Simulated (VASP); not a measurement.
Consider the following.

```xyz
2
Lattice="1.7876 -3.0962 0.0000 1.7876 3.0962 0.0000 0.0000 0.0000 5.5300" Properties=species:S:1:pos:R:3 pbc="T T T"
Dy     1.7876     1.0321     1.3825
Dy     1.7876    -1.0321     4.1475
```

Level of theory: rev-vdW-DF2, VASP's PBE PAW potentials (set 64) (plane waves; VASP). Settings: 520 eV cut-off, Gaussian smearing of 0.050 eV, potentials Dy_3.

The 4f electrons are frozen in the core of the lanthanide potential, so 4f levels, which can set the real gap, and their magnetism are missing.

Question: Give the energies of bands 7 to 12 at the high-symmetry points, in eV from the Fermi level.

Answer: 
```json
[
 {"band": "7", "Γ": "-5.17", "M": "-1.94", "K": "-1.00", "A": "-3.50", "L": "-1.98", "H": "-0.62"},
 {"band": "8", "Γ": "-2.22", "M": "-1.50", "K": "-0.72", "A": "-3.50", "L": "-1.98", "H": "-0.62"},
 {"band": "9", "Γ": "1.53", "M": "-1.00", "K": "-0.72", "A": "1.05", "L": "0.04", "H": "-0.41"},
 {"band": "10", "Γ": "1.78", "M": "0.12", "K": "-0.40", "A": "1.05", "L": "0.04", "H": "-0.41"},
 {"band": "11", "Γ": "1.78", "M": "1.42", "K": "1.22", "A": "1.67", "L": "1.80", "H": "0.62"},
 {"band": "12", "Γ": "2.29", "M": "1.70", "K": "1.22", "A": "1.67", "L": "1.80", "H": "0.62"}
]
```

It has no gap at this level: it comes out as a metal or semimetal.

The compound is Dy in the hcp structure. It was relaxed first.
